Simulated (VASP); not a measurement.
A VASP calculation is set up with these files.

File KPOINTS:
```
Automatic mesh
0
Gamma
9 9 9
```

File POSCAR:
```
CuI
1
    0.0000000000     2.9899663384     2.9899663384
    2.9899663384     0.0000000000     2.9899663384
    2.9899663384     2.9899663384     0.0000000000
Cu I
1 1
Direct
  0.0000000000   0.0000000000   0.0000000000
  0.2500000000   0.2500000000   0.2500000000
```

INCAR:
```
AGGAC  =  0.0
ALGO  =  Normal
EDIFF  =  1E-7
ENCUT  =  520
GGA  =  CX
ISIF  =  2
ISMEAR  =  -5
LASPH  =  .TRUE.
LCHARG  =  .TRUE.
LMAXMIX  =  4
LORBIT  =  11
LREAL  =  .FALSE.
LUSE_VDW  =  .TRUE.
LWAVE  =  .FALSE.
NEDOS  =  601
NELM  =  100
PREC  =  Accurate
SYSTEM  =  CuI
```

POTCAR, in this order: Cu I (PBE.64 set). Program: vasp_std.

Q: Translate this vdW-DF-cx calculation to Quantum ESPRESSO's pw.x.

A: One equivalent input (not run):
```
&CONTROL
  calculation = 'scf'
  pseudo_dir = './pseudo'
  outdir = './out'
  tprnfor = .true.
  tstress = .true.
/
&SYSTEM
  ibrav = 0
  nat = 2
  ntyp = 2
  ecutwfc = 92
  occupations = 'tetrahedra'
  input_dft = 'vdw-df-cx'
/
&ELECTRONS
  conv_thr = 7.3e-09
  electron_maxstep = 100
/
ATOMIC_SPECIES
  Cu 63.546 Cu.upf
  I 126.904 I.upf
CELL_PARAMETERS angstrom
     0.0000000    2.9899663    2.9899663
     2.9899663    0.0000000    2.9899663
     2.9899663    2.9899663    0.0000000
ATOMIC_POSITIONS crystal
  Cu   0.0000000  0.0000000  0.0000000
  I    0.2500000  0.2500000  0.2500000
K_POINTS automatic
  9 9 9 0 0 0
```
The two are equivalent in intent, not identical: the potentials are each code's own (VASP's PAW set, PseudoDojo norm-conserving files in pw.x), so ENCUT and ecutwfc are chosen apart and not converted; conv_thr bounds pw.x's estimated SCF error, while EDIFF bounds the energy change between steps.

The compound is CuI in the zinc blende structure. It was relaxed first.
